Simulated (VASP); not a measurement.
Given:

```
CELL_PARAMETERS angstrom
      3.18837     0.00000     0.00000
     -1.59418     2.76121     0.00000
      0.00000     0.00000     5.28905
ATOMIC_POSITIONS crystal
  B  0.66667 0.33333 0.50037
  B  0.33333 0.66667 0.00037
  P  0.66667 0.33333 0.87463
  P  0.33333 0.66667 0.37463
```

The numbers are results of r2SCAN meta-GGA, VASP's PBE PAW potentials (set 64) (plane waves; VASP), not measurements. Run with 520 eV cut-off, 9×9×5 Γ-centred mesh, tetrahedra with Blöchl corrections, potentials B P.

Problem. Give the energies of bands 3 to 11 at the high-symmetry points, in eV from the valence-band maximum.

Solution. 
```
band      Γ      M      K      A      L      H
----  -----  -----  -----  -----  -----  -----
3     -9.86  -9.16  -7.87  -5.53  -9.55  -9.27
4     -2.26  -7.70  -7.87  -5.53  -9.55  -9.27
5     -2.26  -6.76  -7.84  -1.38  -3.66  -6.78
6     -0.46  -4.61  -5.28  -1.38  -3.66  -6.78
7      0.00  -4.42  -5.28  -1.38  -3.54  -3.03
8      0.00  -2.20  -5.06  -1.38  -3.54  -3.03
9      2.94   1.39   1.21   4.06   2.42   3.45
10     2.94   4.07   7.91   4.06   2.42   3.45
11     3.43   4.77   7.91   4.43   2.97   5.26
```

The gap is indirect, 1.21 eV, from the valence maximum at Γ to the conduction minimum at K.

The structure comes from a computed database's BP entry (P6_3mc); how it stands against other phases isn't given here. It was relaxed first.
